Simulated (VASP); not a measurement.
Consider the following.

```
BeHg3Se4
1.0
    5.98108     0.00000     0.00000
    0.00000     5.98108     0.00000
    0.00000     0.00000     5.98108
Hg Se Be
3 4 1
Cartesian
  5.98108   5.98108   5.98108
  2.99054   2.99054   5.98108
  2.99054   5.98108   2.99054
  1.31675   1.67379   1.67379
  4.66434   4.30729   1.67379
  4.66434   1.67379   4.30729
  1.31675   4.30729   4.30729
  5.98108   2.99054   2.99054
```

Computed with PBE GGA, VASP's PBE PAW potentials (set 64) (plane waves; VASP). Run with 400 eV cut-off, Gaussian smearing of 0.050 eV, potentials Hg Se Be.

Task: Give the energies of bands 23 to 36 at the high-symmetry points, in eV from the Fermi level.

Result: 
```tsv
band	Γ	X	M	R
23	-2.33	-2.69	-3.57	-4.48
24	-2.33	-2.69	-2.58	-1.41
25	-2.33	-2.52	-2.58	-1.41
26	-1.77	-2.50	-2.08	-1.41
27	-1.77	-2.10	-1.81	-0.62
28	-1.77	-1.30	-1.11	-0.62
29	-0.13	-1.30	-1.08	-0.62
30	-0.12	-0.67	-1.08	-0.46
31	-0.12	-0.67	-0.01	-0.46
32	-0.12	2.09	1.80	1.09
33	2.11	2.60	2.88	1.09
34	2.11	3.58	2.88	1.09
35	3.26	3.60	4.28	2.64
36	3.26	4.12	4.77	5.78
```

It has no gap at this level: it comes out as a metal or semimetal.

The structure was generated: BeHg3Se4 was put into an ordered model structure (P-43m), which need not be its known phase. It was relaxed first, which changed the volume by +7 %.
